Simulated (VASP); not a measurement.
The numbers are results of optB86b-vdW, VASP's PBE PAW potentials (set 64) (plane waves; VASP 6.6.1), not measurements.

VASP ran on this input.

INCAR:
```
GGA=MK
SYSTEM=Ni
LREAL=F   ! projection in real space or not
MAGMOM=0.6
LORBIT=10
ISMEAR=1   ! Methfessel-Paxton
NELM=100   ! most electronic steps
LWAVE=F
LUSE_VDW=T
LASPH=T
ISPIN=2
PREC=Accurate
SIGMA=0.1
LMAXMIX=4   ! l cut-off of mixed one-centre charges
PARAM2=1.0
ISIF=2   ! forces and stress, cell fixed
ENCUT=520   ! plane-wave cut-off (eV)
ALGO=Normal
PARAM1=0.1234
AGGAC=0.0
LCHARG=F
EDIFF=1E-7   ! SCF stop (eV)
```

### POSCAR
```
Ni
1
    0.0000000000     1.7257385563     1.7257385563
    1.7257385563     0.0000000000     1.7257385563
    1.7257385563     1.7257385563     0.0000000000
Ni
1
Direct
  0.0000000000   0.0000000000   0.0000000000
```

### KPOINTS
```
Automatic
0
gamma
 18 18 18
0 0 0
```

POTCAR, in this order: Ni (PBE.64 set). Program: vasp_std.

Q: What does the run give for the energy per atom (σ→0), cell moment, pressure, band gap (on the k-mesh)?

A: 
The energy per atom (σ→0) is -2.888 eV/atom. The cell moment comes out as 0.61 μB. The band gap (on the k-mesh) is none (metal, semimetal or under 0.01 eV) and the pressure comes out as 7.18 GPa.

### OSZICAR
```
...
DAV:   8    -0.289068913405E+01    0.18299E-01   -0.23893E-02  9954   0.186E+00    0.947E-01
DAV:   9    -0.288857589755E+01    0.21132E-02   -0.13464E-03 10345   0.366E-01    0.258E-01
DAV:  10    -0.288808673478E+01    0.48916E-03   -0.47763E-04  9054   0.182E-01    0.317E-02
DAV:  11    -0.288808872770E+01   -0.19929E-05   -0.13042E-05  9148   0.438E-02    0.316E-02
DAV:  12    -0.288809054236E+01   -0.18147E-05   -0.15412E-06  9049   0.144E-02    0.532E-03
DAV:  13    -0.288809085799E+01   -0.31563E-06   -0.29313E-07  6402   0.547E-03    0.166E-03
DAV:  14    -0.288809084423E+01    0.13758E-07   -0.59372E-09  3613   0.962E-04
   1 F= -.28880908E+01 E0= -.28882180E+01  d E =0.381350E-03  mag=     0.6056
```

The compound is Ni in the fcc structure. This cell is one point of a volume scan, at 0.97 of the reference volume.
